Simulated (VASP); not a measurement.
Method: PBEsol GGA + U (Dudarev), VASP's PBE PAW potentials (set 64) (plane waves; VASP).

Input for VASP

POSCAR:
```
W(IO)2
8.7435560
 -0.2143521469   0.2233015949   0.9508888603
  0.2143521469  -0.2233015949   0.9508888603
  0.2143521469   0.2233015949  -0.9508888603
W I O
1 2 2
Cart
  0.0000000000   0.0000000000   0.0000000000
  0.0000000000  -0.0000000000   0.3056537153
 -0.0000000000  -0.0000000000   1.5961240054
  0.0000000000   0.2233015949   0.0000000000
  0.2143521469   0.0000000000   0.0000000000
```

**INCAR**
```
SYSTEM = W(IO)2
PREC = Accurate
ENCUT = 400
EDIFF = 1E-6
NELM = 100
ALGO = Normal
LREAL = .FALSE.
LASPH = .TRUE.
ISMEAR = 0
SIGMA = 0.1
GGA = PS
LMAXMIX = 6
LWAVE = .FALSE.
LCHARG = .FALSE.
ISIF = 2
LDAU = .TRUE.
LDAUTYPE = 2
LDAUL = 2 -1 -1
LDAUU = 2.0 0 0
LDAUJ = 0 0 0
```

**KPOINTS**
```
Automatic
0
Gamma
5 5 5
```

POTCAR, in this order: W_sv I O (PBE.64 set). Program: vasp_std.

The run wrote:

### OUTCAR
```
 ion  position               nearest neighbor table
   1  0.000  0.000  0.000-   5 1.87   5 1.87   4 1.95   4 1.95   2 2.67   3 2.67
   2  0.161  0.161  0.000-   1 2.67
   3  0.839  0.839  0.000-   1 2.67
   4  0.500  0.000  0.500-   1 1.95   1 1.95
   5  0.000  0.500  0.500-   1 1.87   1 1.87
  LATTYP: Found a body centered orthorhombic cell.
 ALAT       =     3.7484000000
 B/A-ratio  =     1.0417511472
 C/A-ratio  =     4.4361060719
 Subroutine PRICEL returns:
 Original cell was already a primitive cell.
 Subroutine GETGRP returns: Found  8 space group operations
The static configuration has the point symmetry D_2h.
The dynamic configuration has the point symmetry D_2h.
 Subroutine INISYM returns: Found  8 space group operations
 Subroutine IBZKPT returns following result:
 Found     27 irreducible k-points:

 Following reciprocal coordinates:
            Coordinates               Weight
  0.000000  0.000000  0.000000      1.000000
  0.200000  0.000000 -0.000000      4.000000
  0.400000  0.000000 -0.000000      4.000000
  0.000000  0.200000  0.000000      4.000000
  0.200000  0.200000  0.000000      8.000000
  0.400000  0.200000  0.000000      8.000000
 -0.400000  0.200000  0.000000      8.000000
 -0.200000  0.200000  0.000000      4.000000
 -0.000000  0.400000  0.000000      4.000000
  0.200000  0.400000  0.000000      8.000000
  0.400000  0.400000  0.000000      8.000000
 -0.400000  0.400000 -0.000000      4.000000
 -0.200000  0.400000 -0.000000      8.000000
  0.200000  0.200000  0.200000      8.000000
 -0.200000  0.200000  0.200000      2.000000
 -0.400000  0.400000  0.200000      4.000000
 -0.200000  0.400000  0.200000      4.000000
  0.400000 -0.400000  0.200000      4.000000
 -0.400000 -0.400000  0.200000      8.000000
...
```

### OSZICAR
```
       N       E                     dE             d eps       ncg     rms          rms(c)
DAV:   1     0.290019368230E+03    0.29002E+03   -0.17140E+04  1416   0.128E+03
DAV:   2    -0.157474420335E+02   -0.30577E+03   -0.30130E+03  1584   0.334E+02
DAV:   3    -0.379338199523E+02   -0.22186E+02   -0.22085E+02  1704   0.923E+01
DAV:   4    -0.383092526555E+02   -0.37543E+00   -0.37528E+00  1616   0.128E+01
DAV:   5    -0.383156930434E+02   -0.64404E-02   -0.64392E-02  1704   0.152E+00    0.395E+01
DAV:   6    -0.326389273283E+02    0.56768E+01   -0.42105E+01  1552   0.435E+01    0.120E+01
DAV:   7    -0.321382798990E+02    0.50065E+00   -0.78210E+00  1520   0.188E+01    0.110E+01
DAV:   8    -0.318493679717E+02    0.28891E+00   -0.16897E+00  1592   0.821E+00    0.129E+00
DAV:   9    -0.318362866870E+02    0.13081E-01   -0.89286E-02  1440   0.164E+00    0.462E-01
DAV:  10    -0.318355203418E+02    0.76635E-03   -0.77356E-03  1616   0.604E-01    0.367E-01
DAV:  11    -0.318355170881E+02    0.32538E-05   -0.29316E-04  1536   0.125E-01    0.323E-01
DAV:  12    -0.318354394037E+02    0.77684E-04   -0.10142E-03  1480   0.242E-01    0.714E-02
DAV:  13    -0.318354326719E+02    0.67318E-05   -0.63457E-05  1568   0.588E-02    0.534E-02
DAV:  14    -0.318354334740E+02   -0.80211E-06   -0.23193E-05  1632   0.271E-02    0.218E-02
DAV:  15    -0.318354365272E+02   -0.30532E-05   -0.96791E-06  1600   0.217E-02    0.106E-02
DAV:  16    -0.318354365211E+02    0.61204E-08   -0.69594E-07   648   0.573E-03
   1 F= -.31835437E+02 E0= -.31832897E+02  d E =-.507890E-02
```

OUTCAR:
```
------------------------ aborting loop because EDIFF is reached ----------------------------------------
  FORCE on cell =-STRESS in cart. coord.  units (eV):
  Direction    XX          YY          ZZ          XY          YZ          ZX
  --------------------------------------------------------------------------------------
  Total        1.7849431     -6.5859691      0.6369025      0.0000000      0.0000000      0.0000000
  in kB       23.4996427    -86.7074806      8.3851305      0.0000000      0.0000000      0.0000000
  external PRESSURE =     -18.2742358 kB  Pullay stress =       0.0000000 kB
  volume of cell :      121.70
      direct lattice vectors                 reciprocal lattice vectors
    -1.874200000  1.952450000  8.314150000     0.000000000  0.256088504  0.060138439
     1.874200000 -1.952450000  8.314150000     0.266780493  0.000000000  0.060138439
     1.874200000  1.952450000 -8.314150000     0.266780493  0.256088504  0.000000000
 POSITION                                       TOTAL-FORCE (eV/Angst)
 -----------------------------------------------------------------------------------
      0.00000      0.00000      0.00000         0.000000      0.000000     -0.000000
      0.00000      0.00000      2.67250        -0.000000      0.000000      0.327077
      0.00000      0.00000     13.95580         0.000000     -0.000000     -0.327077
      0.00000      1.95245      0.00000         0.000000      0.000000      0.000000
      1.87420      0.00000      0.00000         0.000000      0.000000     -0.000000
 -----------------------------------------------------------------------------------
    total drift:                                0.000000     -0.000000     -0.000000
  FREE ENERGIE OF THE ION-ELECTRON SYSTEM (eV)
  ---------------------------------------------------
  free  energy   TOTEN  =       -31.8354365211 eV

  energy  without entropy=      -31.8303576196  energy(sigma->0) =      -31.83289707
```
(Selected blocks of OUTCAR.)

**OUTCAR**
```
 val. band max:        3.5808140303   @ k =   0.0000   0.0000   0.0000

 cond. band min:       3.6422922683   @ k =   0.2000  -0.2000   0.2000


 Fermi energy:         3.5941355912

 k-point     1 :       0.0000    0.0000    0.0000
  band No.  band energies     occupation
      1     -72.4515      2.00000
      2     -36.7237      2.00000
      3     -36.6239      2.00000
      4     -36.5101      2.00000
      5     -16.3254      2.00000
      6     -15.3284      2.00000
      7      -9.2979      2.00000
      8      -8.7342      2.00000
      9      -1.4175      2.00000
     10      -1.0254      2.00000
     11      -0.9432      2.00000
     12      -0.7215      2.00000
     13       0.4662      2.00000
     14       0.7407      2.00000
     15       1.0355      2.00000
     16       1.6411      2.00000
     17       1.8206      2.00000
     18       2.6892      2.00000
     19       3.1724      2.00000
     20       3.2652      2.00000
     21       3.5808      1.14943
     22       4.0091      0.00000
     23       4.1949      0.00000
     24       5.8900      0.00000

 k-point     2 :       0.2000    0.0000   -0.0000
  band No.  band energies     occupation
      1     -72.4513      2.00000
      2     -36.7229      2.00000
      3     -36.6437      2.00000
      4     -36.5092      2.00000
      5     -16.2754      2.00000
      6     -15.0030      2.00000
      7      -9.1619      2.00000
      8      -8.6717      2.00000
      9      -2.1279      2.00000
     10      -1.3350      2.00000
     11      -1.1529      2.00000
     12      -0.7516      2.00000
     13      -0.3122      2.00000
     14       0.1058      2.00000
     15       0.2522      2.00000
     16       1.8753      2.00000
     17       1.8963      2.00000
     18       2.0749      2.00000
     19       2.4567      2.00000
     20       3.5552      1.41812
     21       4.3389      0.00000
     22       4.4192      0.00000
     23       4.4744      0.00000
     24       6.2145      0.00000
...
```

At this cut-off the stress carries a Pulay error, which pulls relaxed volumes low. Unless said otherwise, spin-orbit coupling is left out, though it shifts the bands of the heavy elements here.

The structure comes from a measured WI2O2 entry of the Crystallography Open Database, whose conditions weren't checked. The cell was not relaxed at this level. The k-mesh is coarse (spacing up to 0.46 per Å, 2π included), so the numbers may not be converged in it. The run is one of a series of settings (LDAU = .TRUE., LDAUJ = 0 0 0, LDAUL = 2 -1 -1, LDAUTYPE = 2, LDAUU = 2.0 0 0 against the base run), some of them coarse on purpose. A gapless solution with U can be a metastable orbital state.
